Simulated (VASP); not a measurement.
# NaVP: structure and properties in VASP, part 3 of 5

What structure does NaVP take at this level, and what are its properties? The cell is generated by rule, not measured, and may not be a known phase. Left out of this account: 4 further runs (self-consistent run: a volume scan without its fit; self-consistent run: a spoilt try).

VASP 6.6.1, plane waves and PAW; the level of theory is named at each step.

Still holding for the runs below: The cell holds one magnetic atom, so no antiferromagnetic order fits into it. The k-mesh is coarse for a metal.

So far, moment of the cell, from the last line of the log (μB): step 2 (rough relaxation of the start cell) 2.35; step 3 (relaxing cell and atoms (SCAN)) 2.35. The relaxed cell has a = 3.353, c = 5.915 Å (conventional setting).

**4. Density, ELF and potential (SCAN)**

Level of this step: SCAN, spin-polarised from a ferromagnetic start (one magnetic atom a cell); plane waves and PAW (Na_pv, V_sv, P); invented cell (VASP).

A single point on the relaxed cell gives a clean self-consistent state, with density, ELF and potential written out.

INCAR

```
SYSTEM = NaVP
PREC = Accurate
ENCUT = 400
EDIFF = 1E-06
NELM = 100
ISMEAR = -1
SIGMA = 0.05
LREAL = .FALSE.
ALGO = Normal
METAGGA = SCAN
LASPH = .TRUE.
NBANDS = 20
ISPIN = 2
MAGMOM = 0 2 0
LMAXMIX = 4
LORBIT = 11
LWAVE = .FALSE.
LCHARG = .TRUE.
ISIF = 2
LELF = .TRUE.
LVHAR = .TRUE.
```

POSCAR

```
NaVP
1.0
    3.3529981911      0.0000000000      0.0000000000
    0.0000000000      3.3529981911      0.0000000000
    0.0000000000      0.0000000000      5.9153771581
Na V P
1 1 1
Direct
    0.5000000000      0.5000000000      0.0000000000
    0.5000000000      0.5000000000      0.5000000000
    0.0000000000      0.0000000000      0.5000000000
```

KPOINTS

```
Automatic mesh
0
Gamma
7 7 4
0 0 0
```

The projector-augmented-wave data sets are Na_pv, V_sv and P (PBE family, release 64).

On the command line:

```console
$ mpirun -np 1 vasp_std
```

Log:

```text
[... set-up lines as in an earlier step ...]
 entering main loop
       N       E                     dE             d eps       ncg     rms          rms(c)
DAV:   1     0.201107751355E+03    0.20111E+03   -0.12998E+04  2728   0.109E+03
DAV:   2    -0.265769220139E+02   -0.22768E+03   -0.22169E+03  2464   0.364E+02
DAV:   3    -0.381736160544E+02   -0.11597E+02   -0.11323E+02  2840   0.883E+01
DAV:   4    -0.384307866846E+02   -0.25717E+00   -0.25668E+00  2764   0.131E+01
DAV:   5    -0.384365331191E+02   -0.57464E-02   -0.57436E-02  2932   0.203E+00    0.208E+01
DAV:   6    -0.337525181451E+02    0.46840E+01   -0.34831E+01  2592   0.415E+01    0.138E+01
DAV:   7    -0.323866876374E+02    0.13658E+01   -0.19941E+01  2684   0.258E+01    0.617E+00
DAV:   8    -0.323574844779E+02    0.29203E-01   -0.14675E+00  2604   0.690E+00    0.182E+00
DAV:   9    -0.323922715743E+02   -0.34787E-01   -0.20660E-01  2636   0.276E+00    0.118E+00
DAV:  10    -0.324029373254E+02   -0.10666E-01   -0.21016E-02  2692   0.102E+00    0.425E-01
DAV:  11    -0.324072585235E+02   -0.43212E-02   -0.20258E-02  2532   0.774E-01    0.266E-01
DAV:  12    -0.324078590636E+02   -0.60054E-03   -0.40234E-03  2536   0.480E-01    0.132E-01
DAV:  13    -0.324082924042E+02   -0.43334E-03   -0.82295E-04  2512   0.192E-01    0.901E-02
DAV:  14    -0.324084866617E+02   -0.19426E-03   -0.31126E-04  2512   0.118E-01    0.432E-02
DAV:  15    -0.324085570774E+02   -0.70416E-04   -0.64469E-05  2552   0.610E-02    0.148E-02
DAV:  16    -0.324085998444E+02   -0.42767E-04   -0.24431E-05  2500   0.344E-02    0.378E-03
DAV:  17    -0.324085933854E+02    0.64589E-05   -0.38636E-06  2672   0.129E-02    0.282E-03
DAV:  18    -0.324085934256E+02   -0.40106E-07   -0.20275E-06  2264   0.886E-03
   1 F= -.32408593E+02 E0= -.32404430E+02  d E =-.832631E-02  mag=     2.3479
```

Wall time 3.2 min (1 MPI rank of Intel Xeon Platinum 8488C (Sapphire Rapids), shared host); peak memory 0.2 GiB.

Parts of OUTCAR (step 4):

```text
  LATTYP: Found a simple tetragonal cell.
 ALAT       =     3.3529981911
 C/A-ratio  =     1.7642052936

The static configuration has the point symmetry D_4h.

 Found     30 irreducible k-points:

   ENCUT  =  400.0 eV  29.40 Ry    5.42 a.u.   5.47  5.47  9.65*2*pi/ulx,y,z

   NELECT =      25.0000    total number of electrons

 E-fermi :   4.4264

 spin component 1
 k-point     1 :       0.0000    0.0000    0.0000
  band No.  band energies     occupation
    ...
     12       3.2798      1.00000
     13       3.6193      1.00000
     14       3.6194      1.00000
     15       4.0392      0.99957
     16       4.0392      0.99957
     17       5.4868      0.00000
     18      10.3292      0.00000
     19      10.4066      0.00000
     20      12.9867      0.00000

 k-point     2 :       0.1429    0.0000    0.0000
  band No.  band energies     occupation
    ...
     11       1.7033      1.00000
     12       2.1449      1.00000
     13       3.6597      1.00000
     14       3.7427      1.00000
     15       3.8543      0.99999
     16       5.5445      0.00000
     17       5.6194      0.00000
     18       9.9267      0.00000
     19      11.2606      0.00000
     20      12.0412      0.00000

 k-point     3 :       0.2857    0.0000    0.0000
  band No.  band energies     occupation
    ...
     11       1.1404      1.00000
     12       2.2173      1.00000
     13       3.7525      1.00000
     14       4.2006      0.98919
     15       4.2454      0.97394
     16       5.8455      0.00000
     17       7.6264      0.00000
     18       8.4615      0.00000
     19      10.0858      0.00000
     20      11.7302      0.00000

 k-point     4 :       0.4286    0.0000    0.0000
  band No.  band energies     occupation
    ...
      9      -1.9219      1.00000
     10       0.4855      1.00000
     11       0.6197      1.00000
     12       2.7435      1.00000
     13       3.8291      0.99999
     14       4.8541      0.00019
     15       5.1024      0.00000
     16       6.0496      0.00000
     17       6.7167      0.00000
     18       8.6859      0.00000
    ...

  Total        0.0068379      0.0068379     -0.0042265      0.0000000      0.0000000     -0.0000000
  in kB        0.1647353      0.1647353     -0.1018220      0.0000000      0.0000000     -0.0000000
  external PRESSURE =       0.0758828 kB  Pullay stress =       0.0000000 kB

  energy-cutoff  :      400.00
  volume of cell :       66.50
      direct lattice vectors                 reciprocal lattice vectors
     3.352998191  0.000000000  0.000000000     0.298240543  0.000000000  0.000000000
     0.000000000  3.352998191  0.000000000     0.000000000  0.298240543  0.000000000
     0.000000000  0.000000000  5.915377158     0.000000000  0.000000000  0.169050928

 POSITION                                       TOTAL-FORCE (eV/Angst)
 -----------------------------------------------------------------------------------
      1.67650      1.67650      0.00000         0.000000      0.000000      0.000000
      1.67650      1.67650      2.95769         0.000000      0.000000      0.000000
      0.00000      0.00000      2.95769         0.000000      0.000000      0.000000
 -----------------------------------------------------------------------------------
    total drift:                                0.000000     -0.000000     -0.000000

  FREE ENERGIE OF THE ION-ELECTRON SYSTEM (eV)
  ---------------------------------------------------
  free  energy   TOTEN  =       -32.4085934256 eV

  energy  without entropy=      -32.4002671142  energy(sigma->0) =      -32.40443027

 magnetization (x)
# of ion       s       p       d       tot
------------------------------------------
    1        0.007   0.009   0.000   0.016
    2        0.050   0.021   2.021   2.092
    3       -0.015  -0.138   0.000  -0.152
--------------------------------------------------
tot          0.042  -0.108   2.021   1.955

[... 6 parts as in an earlier step ...]

[... 9 further parts left out ...]
```

With spin, VASP writes an ELF for each channel.

Numbers from this step:

```
SCF cycles              : 18
energy at zero smearing : -32.40 eV
pressure                : 0.007588 GPa
```

Valence electrons inside each PAW sphere by angular momentum. Sphere charges, by row:

```tsv
atom	s (e)	p (e)	d (e)	tot (e)
Na1	0.088	5.971	0	6.059
V2	2.227	6.17	3.146	11.54
P3	1.037	1.529	0	2.566
```

Spin density in the ac plane at fractional y = 0.500, with atoms of Na and V within 0.2 Å of it.

Values in e/Å³, 24 rows by 14 columns, each cell a mean:
```
0.0 0.0 0.0 0.0 0.0 0.0 0.0 0.0 0.0 0.0 0.0 0.0 0.0 0.0
0.0 0.0 0.0 0.0 0.0 0.0 0.0 0.0 0.0 0.0 0.0 0.0 0.0 0.0
0.0 0.0 0.0 0.0 0.0 0.0 0.0 0.0 0.0 0.0 0.0 0.0 0.0 0.0
0.0 0.0 0.0 0.0 0.0 0.0 0.0 0.0 0.0 0.0 0.0 0.0 0.0 0.0
0.0 0.0 0.0 0.0 0.0 0.0 0.0 0.0 0.0 0.0 0.0 0.0 0.0 0.0
0.0 0.0 0.0 0.0 0.0 0.1 0.1 0.1 0.1 0.1 0.0 0.0 0.0 0.0
0.0 0.0 0.0 0.0 0.1 0.1 0.1 0.1 0.1 0.1 0.1 0.0 0.0 0.0
0.0 0.0 0.0 0.1 0.1 0.1 0.2 0.2 0.2 0.1 0.1 0.0 0.0 0.0
0.0 0.0 0.0 0.1 0.1 0.3 0.4 0.5 0.4 0.2 0.1 0.1 0.0 0.0
0.0 0.0 0.0 0.1 0.2 0.5 1.0 1.1 0.9 0.4 0.2 0.1 0.0 0.0
0.0 0.0 0.0 0.1 0.2 0.8 1.5 1.8 1.4 0.6 0.2 0.1 0.0 0.0
0.0 0.0 0.0 0.1 0.2 0.8 1.7 2.2 1.6 0.6 0.1 0.0 0.0 0.0
0.0 0.0 0.0 0.1 0.2 0.8 1.6 2.0 1.5 0.6 0.2 0.1 0.0 0.0
0.0 0.0 0.0 0.1 0.2 0.6 1.1 1.3 1.0 0.5 0.2 0.1 0.0 0.0
0.0 0.0 0.0 0.1 0.2 0.3 0.5 0.6 0.5 0.3 0.1 0.1 0.0 0.0
0.0 0.0 0.0 0.1 0.1 0.2 0.2 0.2 0.2 0.2 0.1 0.1 0.0 0.0
0.0 0.0 0.0 0.0 0.1 0.1 0.1 0.1 0.1 0.1 0.1 0.0 0.0 0.0
0.0 0.0 0.0 0.0 0.0 0.1 0.1 0.1 0.1 0.1 0.0 0.0 0.0 0.0
0.0 0.0 0.0 0.0 0.0 0.0 0.0 0.0 0.0 0.0 0.0 0.0 0.0 0.0
0.0 0.0 0.0 0.0 0.0 0.0 0.0 0.0 0.0 0.0 0.0 0.0 0.0 0.0
0.0 0.0 0.0 0.0 0.0 0.0 0.0 0.0 0.0 0.0 0.0 0.0 0.0 0.0
0.0 0.0 0.0 0.0 0.0 0.0 0.0 0.0 0.0 0.0 0.0 0.0 0.0 0.0
0.0 0.0 0.0 0.0 0.0 0.0 0.0 0.0 0.0 0.0 0.0 0.0 0.0 0.0
0.0 0.0 0.0 0.0 0.0 0.0 0.0 0.0 0.0 0.0 0.0 0.0 0.0 0.0
```
Columns run along a (3.4 Å), rows up along c (5.9 Å). Atoms in or near the plane, at fractional coordinates: Na at (0.50, 0.00), V at (0.50, 0.50).

Valence density in the ac plane at fractional y = 0.500, with atoms of Na and V within 0.2 Å of it. It is the smooth field of the valence electrons, not physical close to the nuclei.

Ten even steps from '_' (0 e/Å³) to '@' (14 e/Å³):
```
____________::==****==::__________
____________..::----::..__________
________________....______________
__________________________________
__________________________________
__________________________________
__________________________________
__________________________________
__________________________________
__________________________________
__________________________________
______________..::::..____________
____________::==++++==::__________
__________..--**%%%%**--..________
__________..==##@@@@##==..________
__________..--**%%%%**--..________
____________::==++++==::__________
______________..::::..____________
__________________________________
__________________________________
__________________________________
__________________________________
__________________________________
__________________________________
__________________________________
__________________________________
________________....______________
____________..::----::..__________
____________::==****==::__________
____________::++####++::__________
```
Columns run along a (3.4 Å), rows up along c (5.9 Å). Atoms in or near the plane, at fractional coordinates: Na at (0.50, 0.00), V at (0.50, 0.50).

ELF of up spins in the ac plane at fractional y = 0.500, with atoms of Na and V within 0.2 Å of it. It is the smooth field of the valence electrons, not physical close to the nuclei.

Ten even steps from '_' (0.00) to '@' (0.65):
```
________..++==..____..==++..______
..________--++==::::==++--________
....______..--++++++++--..______..
::::..________::::::::________..::
::--::::..________________..::::--
------====--::::....::::--====----
----==++++****++++++++****++++==--
------==++****************++==----
------====++++++++++++++++====----
----------======++++======--------
------::::--++++****++++--::::----
==--::::::==**%%%%%%%%**==::::::--
====::..::++%%@@@@@@@@%%++::..::==
++==::..::++@@@@@@@@@@@@++::..::==
++==::..::**@@@@%%%%@@@@**::..::==
++==::..::++@@@@@@@@@@@@++::..::==
====::..::++%%@@@@@@@@%%++::..::==
==--::::::==**%%%%%%%%**==::::::--
------::::--++++****++++--::::----
----------======++++======--------
------====++++++++++++++++====----
------==++****************++==----
----==++++****++++++++****++++==--
------====--::::....::::--====----
::--::::..________________..::::--
::::..________::::::::________..::
....______..--++++++++--..______..
..________--++==::::==++--________
________..++==..____..==++..______
________::++==________==++::______
```
Columns run along a (3.4 Å), rows up along c (5.9 Å). Atoms in or near the plane, at fractional coordinates: Na at (0.50, 0.00), V at (0.50, 0.50).

In this run the pressure is 0.01 GPa, small enough to go on.

(Part 3 of 5 ends here.)

[Lines on the potential files, build, host, timing and source positions are cut from VASP's logs without a mark.]

[Logs are printed without paths, hosts, clocks, repeated set-up lines and the standing remarks that a program may print on its own settings, such as how far it seeks lower states.]

[Hosts, paths, dates, database ids (printed as entryN), source tags and the programs' standing remarks are cut or masked in the printed files.]

[A measured line is paired with the nearest computed mode of its activity, which favours agreement.]
